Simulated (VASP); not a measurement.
The system is MgZr2O3.

```
CELL_PARAMETERS angstrom
5.98012 0.06929 -0.06927
-1.46503 2.57588 0.04747
-0.10041 0.10096 8.60436
ATOMIC_POSITIONS crystal
Mg 0.00552 0.99040 0.99767
Mg 0.49059 0.05527 0.02002
Zr 0.33294 0.33097 0.68098
Zr 0.83300 0.34047 0.69601
Zr 0.15739 0.65534 0.30149
Zr 0.67860 0.65645 0.32405
O 0.16263 0.64445 0.86515
O 0.66527 0.65375 0.85085
O 0.32736 0.31726 0.13337
O 0.85626 0.34381 0.12097
O 0.01718 0.02146 0.48718
O 0.51362 0.01524 0.49507
```

The cell was built by a generator and needn't be a form met in nature.

```yaml
Program: VASP 6.6.1
Task: relaxation of cell and atoms
Functional: PBE
Potentials_or_basis: VASP PAW PBE potentials, release 64 (Mg, Zr_sv, O)
Cutoff: 520 eV
k_mesh: 9 × 9 × 3
Occupations: gaussian, width 0.15 eV
Spin: no spin polarisation
```

At the start: pressure 7.9 GPa; volume 11.11 Å³/atom.

Task: Where does the relaxation end?

Result: Over 14 steps the energy falls by 113.6 meV/atom and the volume is 11.30 Å³/atom (+1.7 %); space group P-3m1 (No. 164, to 0.05 Å).

The path:
```csv
step,energy change (eV),largest force (eV/Å),pressure (GPa),volume (Å³)
1,0.0000,3.3946,7.86,133.38
2,-0.8543,1.1104,-9.11,144.15
3,-0.9480,1.1086,-5.83,141.21
4,-1.2535,0.6375,0.99,135.15
5,-1.2579,0.5803,2.08,134.34
6,-1.3287,0.3912,0.30,135.52
7,-1.3308,0.4148,-0.04,135.77
8,-1.3536,0.1766,-0.45,135.99
9,-1.3553,0.1674,-0.57,136.06
10,-1.3617,0.0911,0.44,135.28
11,-1.3617,0.0883,0.40,135.32
12,-1.3632,0.0610,-0.16,135.73
13,-1.3632,0.0633,-0.20,135.72
14,-1.3638,0.0277,0.02,135.60
```

Final structure:
```
Mg Zr O
1.0
     6.00237    0.00412   -0.00504
    -1.49890    2.59538   -0.00008
    -0.00737   -0.00419    8.70075
Mg Zr O
2 4 6
Cartesian
  0.0058 0.0019 8.6830
  3.0064 0.0033 8.6781
  1.5154 0.8679 5.8879
  4.5117 0.8680 5.8851
  0.0172 1.7363 2.7708
  3.0254 1.7418 2.7682
  0.0082 1.7308 7.4923
  3.0111 1.7346 7.4901
  1.5180 0.8719 1.1670
  4.5167 0.8756 1.1613
  0.0182 0.0029 4.3338
  3.0157 0.0026 4.3254
```
